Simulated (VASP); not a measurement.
Given:

```
CELL_PARAMETERS angstrom
      1.58058    -2.73765     0.00000
      1.58058     2.73765     0.00000
      0.00000     0.00000    12.34016
ATOMIC_POSITIONS crystal
  Mo 0.33333 0.66667 0.25000
  Mo 0.66667 0.33333 0.75000
  S  0.33333 0.66667 0.87593
  S  0.66667 0.33333 0.37593
  S  0.66667 0.33333 0.12407
  S  0.33333 0.66667 0.62407
```

All values below come from optB88-vdW, VASP's PBE PAW potentials (set 64) (plane waves; VASP). Numerical set-up: 520 eV cut-off, 8×8×2 Γ-centred mesh, Gaussian smearing of 0.050 eV, potentials Mo_sv S.

Task: The ions and cell shape at fixed volume are relaxed. Predict the relaxed structure.

Result: 
```
CELL_PARAMETERS angstrom
      1.59001    -2.75397     0.00000
      1.59001     2.75397     0.00000
      0.00000     0.00000    12.19434
ATOMIC_POSITIONS crystal
  Mo 0.33333 0.66667 0.25000
  Mo 0.66667 0.33333 0.75000
  S  0.33333 0.66667 0.87874
  S  0.66667 0.33333 0.37874
  S  0.66667 0.33333 0.12126
  S  0.33333 0.66667 0.62126
```
Space group P6_3/mmc (194), at a tolerance of 0.03 Å.

Task: How much energy does the relaxation gain?

Result: The energy (σ→0) changes by -5.2 meV/atom, in 5 ionic steps.

The compound is MoS2 in the 2H layered structure. This cell is one point of a volume scan, at 0.97 of the reference volume. Symmetry was kept, so distortions that lower it aren't found.
